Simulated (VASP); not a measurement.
Method: PBE GGA, VASP's PBE PAW potentials (set 64) (plane waves; VASP).

VASP ran on this input.

### KPOINTS
```
kpoints
0
Gamma
 16 16 16
0 0 0
```

POSCAR:
```
Ni
1
    0.0000000000     1.7600000000     1.7600000000
    1.7600000000     0.0000000000     1.7600000000
    1.7600000000     1.7600000000     0.0000000000
Ni
1
Direct
  0.0000000000   0.0000000000   0.0000000000
```

INCAR:
```
ALGO = Normal
EDIFF = 1E-6
ENCUT = 400
GGA = PE
ISIF = 2
ISMEAR = 1
ISPIN = 2
LASPH = .FALSE.
LCHARG = .FALSE.
LMAXMIX = 4
LORBIT = 10
LREAL = .FALSE.
LWAVE = .FALSE.
MAGMOM = 0.8
NELM = 100
PREC = Accurate
SIGMA = 0.1
SYSTEM = Ni
```

POTCAR, in this order: Ni (PBE.64 set). Program: vasp_std.

Output

**OUTCAR**
```
 ion  position               nearest neighbor table
   1  0.000  0.000  0.000-
  LATTYP: Found a face centered cubic cell.
 ALAT       =     3.5200000000
 Subroutine PRICEL returns:
 Original cell was already a primitive cell.
 Subroutine GETGRP returns: Found 48 space group operations
The static configuration has the point symmetry O_h .
The dynamic configuration has the point symmetry O_h .
The overall configuration has the point symmetry O_h .
 Subroutine INISYM returns: Found 48 space group operations
 Subroutine IBZKPT returns following result:
 Found    145 irreducible k-points:

 Following reciprocal coordinates:
            Coordinates               Weight
  0.000000  0.000000  0.000000      1.000000
  0.062500  0.000000  0.000000      8.000000
  0.125000  0.000000  0.000000      8.000000
  0.187500  0.000000  0.000000      8.000000
  0.250000  0.000000  0.000000      8.000000
  0.312500  0.000000  0.000000      8.000000
  0.375000  0.000000  0.000000      8.000000
  0.437500  0.000000  0.000000      8.000000
  0.500000  0.000000  0.000000      4.000000
...
```

OSZICAR:
```
       N       E                     dE             d eps       ncg     rms          rms(c)
DAV:   1     0.184624017976E+02    0.18462E+02   -0.41333E+03  5388   0.117E+03
DAV:   2    -0.618335075414E+01   -0.24646E+02   -0.23793E+02  5261   0.150E+02
DAV:   3    -0.649292035228E+01   -0.30957E+00   -0.30919E+00  6156   0.217E+01
DAV:   4    -0.649578950100E+01   -0.28691E-02   -0.28689E-02  5930   0.185E+00
DAV:   5    -0.649585768140E+01   -0.68180E-04   -0.68180E-04  6134   0.245E-01    0.990E+00
DAV:   6    -0.582083842257E+01    0.67502E+00   -0.16918E+01  5469   0.670E+01    0.610E+00
DAV:   7    -0.548694417442E+01    0.33389E+00   -0.29050E+00  5504   0.259E+01    0.188E+00
DAV:   8    -0.547172170731E+01    0.15222E-01   -0.17846E-02  7504   0.154E+00    0.942E-01
DAV:   9    -0.546925400289E+01    0.24677E-02   -0.17144E-03  7583   0.413E-01    0.250E-01
DAV:  10    -0.546865610273E+01    0.59790E-03   -0.74094E-04  7485   0.249E-01    0.316E-02
DAV:  11    -0.546865623941E+01   -0.13667E-06   -0.20503E-05  6580   0.445E-02    0.303E-02
DAV:  12    -0.546865621960E+01    0.19807E-07   -0.71072E-07  2968   0.113E-02
   1 F= -.54686562E+01 E0= -.54688198E+01  d E =0.490746E-03  mag=     0.5935
```

**OUTCAR**
```
------------------------ aborting loop because EDIFF is reached ----------------------------------------
  FORCE on cell =-STRESS in cart. coord.  units (eV):
  Direction    XX          YY          ZZ          XY          YZ          ZX
  --------------------------------------------------------------------------------------
  Total       -0.0888129     -0.0888129     -0.0888129      0.0000000      0.0000000      0.0000000
  in kB      -13.0502447    -13.0502447    -13.0502447      0.0000000      0.0000000      0.0000000
  external PRESSURE =     -13.0502447 kB  Pullay stress =       0.0000000 kB
  volume of cell :       10.90
      direct lattice vectors                 reciprocal lattice vectors
     0.000000000  1.760000000  1.760000000    -0.284090909  0.284090909  0.284090909
     1.760000000  0.000000000  1.760000000     0.284090909 -0.284090909  0.284090909
     1.760000000  1.760000000  0.000000000     0.284090909  0.284090909 -0.284090909
 POSITION                                       TOTAL-FORCE (eV/Angst)
 -----------------------------------------------------------------------------------
      0.00000      0.00000      0.00000        -0.000000      0.000000     -0.000000
 -----------------------------------------------------------------------------------
    total drift:                                0.000000      0.000000      0.000000
  FREE ENERGIE OF THE ION-ELECTRON SYSTEM (eV)
  ---------------------------------------------------
  free  energy   TOTEN  =        -5.4686562196 eV

  energy  without entropy=       -5.4691469658  energy(sigma->0) =       -5.46881980

 total charge

# of ion       s       p       d       tot
------------------------------------------
    1        0.496   0.495   8.312   9.303

 magnetization (x)

# of ion       s       p       d       tot
------------------------------------------
    1       -0.007  -0.024   0.637   0.606
```
(Selected blocks of OUTCAR.)

The compound is Ni in the fcc structure. The cell was not relaxed at this level. The run is one of a series of settings (LASPH = .FALSE. against the base run), some of them coarse on purpose.
